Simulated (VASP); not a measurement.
Input:

```
CELL_PARAMETERS angstrom
      4.79585     0.00000     0.00000
      0.00000     4.79585     0.00000
      0.00000     0.00000     4.79585
ATOMIC_POSITIONS crystal
  Dy 0.00000 0.00000 0.00000
  Pb 0.00000 0.50000 0.50000
  Pb 0.50000 0.00000 0.50000
  Pb 0.50000 0.50000 0.00000
```

Computed with PBEsol GGA, VASP's PBE PAW potentials (set 64) (plane waves; VASP 6.6.1). Run with 480 eV cut-off, 6×6×6 Γ-centred mesh, first-order Methfessel-Paxton smearing of 0.10 eV, potentials Dy_3 Pb_d.

The 4f electrons are frozen in the core of the lanthanide potential, so 4f levels, which can set the real gap, and their magnetism are missing. Energy and stress use the plane-wave basis of the starting cell.

### Question
The ions, cell shape and volume at an external pressure of 2.0 GPa are relaxed. Predict the relaxed structure.

### Answer

```
CELL_PARAMETERS angstrom
      4.74439     0.00000     0.00000
      0.00000     4.74439     0.00000
      0.00000     0.00000     4.74439
ATOMIC_POSITIONS crystal
  Dy 0.00000 0.00000 0.00000
  Pb 0.00000 0.50000 0.50000
  Pb 0.50000 0.00000 0.50000
  Pb 0.50000 0.50000 0.00000
```
Space group Pm-3m (221), at a tolerance of 0.03 Å.

### Question
How do energy and volume change from the first to the last step?

### Answer
The energy (σ→0) changes by +5.3 meV/atom and the volume by -3.2 %, in 3 ionic steps.

The structure comes from a computed database's DyPb3 entry (Pm-3m); how it stands against other phases isn't given here. This run relaxes it under an external pressure of 2 GPa. Symmetry was kept, so distortions that lower it aren't found. The electron count is odd and the run is not spin-polarised, which forces a metal.
